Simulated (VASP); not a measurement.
Here is a VASP 6.6.1 calculation.

File INCAR:

```
SYSTEM = Sr3BiRu
ALGO = Fast
EDIFF = 1E-6
ENCUT = 520
GGA = PE
ISIF = 2
ISMEAR = -1
LASPH = .True.
LCHARG = .False.
LREAL = .False.
LWAVE = .False.
NBANDS = 38
NELM = 100
PREC = Accurate
SIGMA = 0.1
```

Contents of KPOINTS:

```
k-points
0
Gamma
  7 7 7
  0 0 0
```

Contents of POSCAR:

```
Sr3BiRu
1.0
    5.2390130000      0.0000000000      0.0000000000
    0.0000000000      5.2390130000      0.0000000000
    0.0000000000      0.0000000000      5.2390130000
Ru Bi Sr
1 1 3
Direct
    0.5000000000      0.5000000000      0.5000000000
    0.0000000000      0.0000000000      0.0000000000
    0.0000000000      0.5000000000      0.5000000000
    0.5000000000      0.0000000000      0.5000000000
    0.5000000000      0.5000000000      0.0000000000
```

Potentials or basis: VASP PAW PBE potentials, release 64 (Ru_pv, Bi_d, Sr_sv).

Command:

```console
$ cat potpaw_PBE.64/Ru_pv/POTCAR potpaw_PBE.64/Bi_d/POTCAR potpaw_PBE.64/Sr_sv/POTCAR > POTCAR
$ mpirun -np 1 vasp_std > vasp.out
```

Q: Predict the band gap on the k mesh.

A: None (metal or under the smearing width).

Q: Estimate the pressure.

A: 9.0 GPa.

Caveat: spin-orbit coupling is left out, which moves the levels of the heavy elements.
